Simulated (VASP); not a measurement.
```
CELL_PARAMETERS angstrom
      0.00000     2.24056     2.24056
      2.24056     0.00000     2.24056
      2.24056     2.24056     0.00000
ATOMIC_POSITIONS crystal
  B  0.00000 0.00000 0.00000
  P  0.25000 0.25000 0.25000
```

Method: r2SCAN+rVV10, VASP's PBE PAW potentials (set 64) (plane waves; VASP). Run with 520 eV cut-off, 10×10×10 Γ-centred mesh, Gaussian smearing of 0.050 eV, potentials B P.

**Question.** Give the stress tensor in GPa (positive for a compressed cell).

**Answer.** 
```
5.56  0.00  0.00
0.00  5.56  0.00
0.00  0.00  5.56
```
The pressure is its mean diagonal, 5.56 GPa.

The compound is BP in the zinc blende structure. This cell is one point of a volume scan, at 0.97 of the reference volume.
